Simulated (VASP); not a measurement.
Level of theory: MS2 meta-GGA, VASP's PBE PAW potentials (set 64) (plane waves; VASP).

VASP ran on this input.

### INCAR
```
SYSTEM = Gd
PREC = Accurate
ENCUT = 520
EDIFF = 1E-6
NELM = 100
ALGO = Normal
LREAL = .FALSE.
LASPH = .TRUE.
ISMEAR = 1
SIGMA = 0.1
METAGGA = MS2
LMIXTAU = .TRUE.
LMAXMIX = 6
LWAVE = .FALSE.
LCHARG = .FALSE.
IBRION = 2
ISIF = 3
NSW = 60
EDIFFG = -0.01
```

KPOINTS:
```
Automatic mesh
0
Gamma
11 11 6
0 0 0
```

### POSCAR
```
Gd
1
    1.7940407633    -3.1073695446     0.0000000000
    1.7940407633     3.1073695446    -0.0000000000
    0.0000000000     0.0000000000     5.6174063131
Gd
2
Direct
  0.3333330000   0.6666670000   0.2500000000
  0.6666670000   0.3333330000   0.7500000000
```

POTCAR, in this order: Gd_3 (PBE.64 set). Program: vasp_std.

The 4f electrons are frozen in the core of the lanthanide potential, so 4f levels, which can set the real gap, and their magnetism are missing.

Task: Predict the energy per atom (σ→0), band gap (on the k-mesh).

Result: 
```yaml
energy per atom (σ→0): 7.778 eV/atom
band gap (on the k-mesh): none (metal, semimetal or under 0.01 eV)
```

OSZICAR:
```
...
DAV:  14     0.155569158255E+02   -0.17676E-02   -0.30509E-03  1694   0.547E-01    0.120E-01
DAV:  15     0.155569047929E+02   -0.11033E-04   -0.53383E-05  2325   0.454E-02    0.120E-01
DAV:  16     0.155571671896E+02    0.26240E-03   -0.10338E-03  1674   0.295E-01    0.118E-01
DAV:  17     0.155571920028E+02    0.24813E-04   -0.16698E-04  1734   0.121E-01    0.602E-02
DAV:  18     0.155567585186E+02   -0.43348E-03   -0.11769E-03  1664   0.299E-01    0.248E-02
DAV:  19     0.155567367226E+02   -0.21796E-04   -0.38364E-05  1764   0.577E-02    0.411E-02
DAV:  20     0.155567358236E+02   -0.89903E-06   -0.12665E-06  1824   0.129E-02
   1 F= 0.15556736E+02 E0= 0.15556870E+02  d E =0.155567E+02
```

The compound is Gd in the hcp structure. It was relaxed first, which changed the volume by -5 %. The start is the result of an earlier pass.
